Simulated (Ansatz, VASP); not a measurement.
**Sn: VASP beside Ansatz**

Aim: how closely do two programs agree when they are given the same cell, functional and k mesh? The structure shown is the end of the Ansatz relaxation below.

Method: plane waves, with VASP 6.6.1 beside it; single point at PBEsol, in Ansatz 0.2.0.

## 1. Starting point

It takes space group I4_1/amd (No. 141, tetragonal). Conventional cell: a = 4.690 Å, b = 4.690 Å, c = 6.278 Å, α = 90.00°, β = 90.00°, γ = 90.00°. Sn has 4 Sn at 2.82 Å nearest. That group holds within 0.01 Å; judged at 0.001 Å it is C2/m (No. 12).

## 2. Ansatz: relaxation, PBEsol

Ansatz runs on its PAW soft_1 files.

This run makes the geometry at which the two programs are then compared.

File input.yaml:

```yaml
crystal:
  lattice:
    - [0.0, 3.3037964581, 3.1388805126]
    - [3.3037964581, 0.0, 3.1388805126]
    - [3.3037964581, 3.3037964581, 0.0]
  atoms:
    - { symbol: Sn, position: [0.4998714991, 0.4998714991, 0.5000572031] }
    - { symbol: Sn, position: [0.7501285009, 0.7501285009, 0.7499427969] }
  conventional_axes: [[-1, 1, 1], [1, -1, 1], [1, 1, -1]]
kpoints:
  mp_grid: { grid: [12, 12, 12], shift: [0.5, 0.5, 0.5] }
hamiltonian:
  xc: pbesol
  pseudopotentials: { kind: paw, azcp: { folder: soft_1 }, xc_functional: pbe }
scf:
  occupations: { method: gaussian, width: 0.015 }
output:
  forces: true
  stress: true
  eigenvalues: true
relax:
  adjacent_minimum: "off"
  f_tol: 0.001
  max_steps: 60
  cell: { stress_tol: 0.01, fix: [c, angles] }
```

The run is started by

```
> ansatz run input.yaml --threads 4 --pin off --max-ram 10240MiB --backend cpu --events-out ev --progress --plain --runs-dir out
```

Numbers of over 12 decimals in the logs are rounded to 6 here.

The log of the run:

```text
Engine: ansatz 0.2.0, aarch64-unknown-linux-gnu
Pseudopotentials: kind: paw
Pseudopotential: Sn, paw, valence charge 14, recommended cutoff 420 eV (normal), soft_1/Sn.paw.azcp
Functional definition: PBEsol
  exchange = pbesol_x
  correlation = pbesol_c
Crystal: 2 atoms, lattice volume = 68.522 Å³
Basis set: ecut = 420 eV, 1355 PW (Γ), exchange–correlation on 64×64×64 points (8 copies of the dense FFT grid, shifted against one another)
Bands: 18, of which v1, the nominal top of the filled ones, is band 14 counted from 1 (13 counted from 0)
Symmetry: 4 space group operations
Space group: C2/m (ITA 12), of the structure as read, at distance tolerance 4.1e-5 Å
k-points: 468 of 1728
Non-local potential: Sn, projectors of the file, l = 0: 2, l = 1: 2, l = 2: 2, l = 3: 1
PAW form: soft (Blöchl's): semilocal exchange-correlation on the pseudo side does not see the compensation charge
PAW frozen core: Sn, regenerated for the run's functional, and the local potential with it (the file was generated under x = pbe(κ = 0.804, μ = 0.219515), c = pbe(β = 0.066725))
PAW one-centre angular grid: Sn, 590 points (default); XC on 64 Gauss nodes
Initial density: superposition of atomic densities (chi_scale 0.1, normalization cell)
Initial wavefunctions: pseudopotential atomic-orbital guess
Functional: x = pbesol(κ = 0.804, μ = 0.123457), c = pbesol(β = 0.046)
SCF iter   1: F=—  HF=-11899.703557 eV  |F-HF|=—  |Δ(HF+E_count)|=         —  Δρ=2.18e-2  dr2=3.40e-1  ethr=3.10e-3  ⟨swp⟩=6.0  Hψ=46842  notcnv=0
preconditioner: auto → none  [insulator: Δε(μ)=0.024 eV  Ē_g=19.935 eV  σ=0.015 eV  W_gap=0.73  n_scr=14 (ndim 8)  ℏωp=23.7 eV  f_vac=0.006  D(μ)=0.17/eV (n_scr^D=0)  ε∞_Penn≈2.4]
SCF iter   2: F=—  HF=-11899.639169 eV  |F-HF|=—  |Δ(HF+E_count)|=   6.44e-2  Δρ=9.80e-3  dr2=6.26e-2  ethr=1.22e-3  ⟨swp⟩=2.0  Hψ=14018  notcnv=0
SCF iter   3: F=—  HF=-11899.631917 eV  |F-HF|=—  |Δ(HF+E_count)|=   7.25e-3  Δρ=8.79e-4  dr2=3.55e-4  ethr=2.23e-4  ⟨swp⟩=2.5  Hψ=12102  notcnv=0
SCF iter   4: F=—  HF=-11899.632080 eV  |F-HF|=—  |Δ(HF+E_count)|=   1.62e-4  Δρ=3.71e-4  dr2=4.09e-5  ethr=1.27e-6  ⟨swp⟩=2.0  Hψ=16759  notcnv=0
SCF iter   5: F=—  HF=-11899.632085 eV  |F-HF|=—  |Δ(HF+E_count)|=   5.38e-6  Δρ=4.65e-5  dr2=9.48e-7  ethr=1.46e-7  ⟨swp⟩=2.0  Hψ=14977  notcnv=0
SCF iter   6: F=-11899.632086 eV  HF=-11899.632086 eV  |F-HF|=1.46e-10  |Δ(HF+E_count)|=   6.11e-7  Δρ=6.74e-6  dr2=3.83e-8  ethr=3.57e-10  ⟨swp⟩=7.6  Hψ=41566  notcnv=0
SCF 1 converged in 6 iterations: F = -11899.632086 eV  dr2 = 3.83e-8
  greatest PAW one-centre occupation: 0.991 electrons in one spin orbital (limit 2), on the Sn atom at site 1 (counted from 0), in its partial waves of l = 2
relax step   1: F+E_penalty+E_count = -11899.63208560 eV  Δ(F+E_penalty+E_count) = +0.000e0 eV  max|allowed force component| = 2.349e-3 eV/Å  Δτ_max = 0.0000 Å  P = +0.850 GPa  Ω = 68.522 Å³  fix = [c, alpha, beta, gamma]  reactions: c +1.817 GPa; alpha +0.036, beta +0.036, gamma +0.066 GPa/rad  (6 SCF iters, dr2 threshold 1.00e-7 eV, accepted)
[...]
relax step   2: F+E_penalty+E_count = -11899.63255364 eV  Δ(F+E_penalty+E_count) = -4.680e-4 eV  max|allowed force component| = 1.739e-3 eV/Å  Δτ_max = 0.0006 Å  P = +0.395 GPa  Ω = 69.213 Å³  energy of the carried Pulay correction = -2.948e-5 eV  fix = [c, alpha, beta, gamma]  reactions: c +1.445 GPa; alpha +0.051, beta +0.051, gamma +0.057 GPa/rad  (3 SCF iters, dr2 threshold 2.00e-7 eV, accepted)
[...]
relax step   3: F+E_penalty+E_count = -11899.63263776 eV  Δ(F+E_penalty+E_count) = -8.412e-5 eV  max|allowed force component| = 3.203e-4 eV/Å  Δτ_max = 0.0003 Å  P = +0.512 GPa  Ω = 69.030 Å³  energy of the carried Pulay correction = -2.172e-5 eV  fix = [c, alpha, beta, gamma]  reactions: c +1.541 GPa; alpha +0.045, beta +0.045, gamma +0.062 GPa/rad  (4 SCF iters, dr2 threshold 4.26e-8 eV, accepted)
[...]
relax step   4: F+E_penalty+E_count = -11899.63266007 eV  Δ(F+E_penalty+E_count) = -2.232e-5 eV  max|allowed force component| = 3.190e-4 eV/Å  Δτ_max = 0.0000 Å  P = +0.512 GPa  Ω = 69.030 Å³  fix = [c, alpha, beta, gamma]  reactions: c +1.541 GPa; alpha +0.045, beta +0.045, gamma +0.062 GPa/rad  stress off target by 2.08e-3 GPa on what of the cell is left free  SCF on the basis re-selected at this cell (its energy is not comparable with the rows above)  (6 SCF iters)
basis re-selected at this cell: Δ(F+E_penalty+E_count) = -2.232e-5 eV, ΔP = -0.000 GPa vs the last step (what re-selecting the basis moved, of the pressure what is left beyond the Pulay correction that the steps carried, after the strain that the cell walked since its last selection, with what the two solves' SCF thresholds leave and, on support functions, any second-order correction that the steps lacked; it is no m [...]
SCF converged after 6 iterations
Free energy (F): -11899.632660 eV
Harris-Foulkes:  -11899.632660 eV  (|F-HF|=0.00e0)
Internal energy: -11899.632637 eV  (E = F + TS)
E sigma→0 (E₀):  -11899.632648 eV
Entropy (-TS):   -0.000023 eV (-0.012 meV/atom)
Fermi energy:    7.650555 eV
--- Per-component energies (eV) ---
  E_band       = -252.795646
  E_kinetic    = 337.076665
  E_local      = -2632.561875  (includes V_loc(G=0)·N_el)
  E_nonlocal   = 293.858244
  E_hartree    = 1278.967635
  E_xc         = -249.054993
  E_vxc        = -160.431686  (∫ρ·V_xc dr)
  E_paw        = -8592.675379  (= ΣΔE_a)
  E_vpaw       = -648.672825  (= ΣTr[D̂ρ^β])
  E_aug_tail   = 0.000576  (compensation charges beyond the density's cutoff)
  E_ewald      = -2335.813190
  E_core_change = 0.569679  (= ΣΔE_core)
  E_smearing   = -0.000023  (= −TS)
  E_closure    = -0.000000  (closes the sum)
  Σ components = -11899.632660   (vs F -11899.632660, Δ=0.00e0)
--- Forces (eV/Å), atoms counted from 1 ---
  atom   1  Sn    -0.00031901    -0.00031901     0.00010546
  atom   2  Sn     0.00031901     0.00031901    -0.00010546
  max |Σ_I F_I| component: 0.00e0 eV/Å
--- Stress (GPa, compression-positive) ---
       -0.002078      -0.062020      -0.044672
       -0.062020      -0.002078      -0.044672
       -0.044672      -0.044672       1.541320
  P = ⅓ Tr σ = 0.5124 GPa (5.124 kbar)
--- Band table (eV; the first three rows and the last of 468) ---
  k-point 0: bands = [... 10 lower, -2.9409, 6.5271, 7.5302, 7.6725, 7.9582, 9.6544, 9.8828, 9.8975]
  k-point 1: bands = [... 10 lower, -2.8544, 5.6731, 7.4401, 7.4499, 8.2157, 9.9751, 10.0839, 10.1838]
  k-point 2: bands = [... 10 lower, -2.6380, 4.5102, 7.0432, 7.1629, 8.2241, 10.2885, 10.5168, 11.0656]
  k-point 467: bands = [... 10 lower, -1.2970, 1.3236, 5.7317, 6.5270, 8.1355, 10.6561, 11.0938, 13.4292]
--- Relaxed structure (3 steps of the walk, 3 accepted, 1 SCFs on fresh bases) ---
  F+E_penalty+E_count = -11899.63266007 eV   max|allowed force component| = 3.190e-4 eV/Å   (the final SCF, on the basis selected at the relaxed cell)
  cell:  # Å, volume = 69.0304 Å³
    - [0, 3.316025, 3.1388805126]
    - [3.316025, 0, 3.1388805126]
    - [3.316025, 3.316025, 0]
  atoms:
    - { symbol: Sn, position: [0.499873, 0.499873, 0.499989] }
    - { symbol: Sn, position: [0.750127, 0.750127, 0.750011] }
```

In the SCF lines HF is the Harris–Foulkes energy and dr2 the Hartree energy of the density residual, in eV; the loop may stop once dr2 is under the threshold and the program's other checks hold. Hψ counts applications of the Hamiltonian.

(Part 1 of 4 ends here.)

[Lines on the potential files, build, host, timing and source positions are cut from VASP's logs without a mark.]

[Logs are printed without paths, hosts, clocks, repeated set-up lines and the standing remarks that a program may print on its own settings, such as how far it seeks lower states.]

[Hosts, paths, dates, database ids (printed as entryN), source tags and the programs' standing remarks are cut or masked in the printed files.]
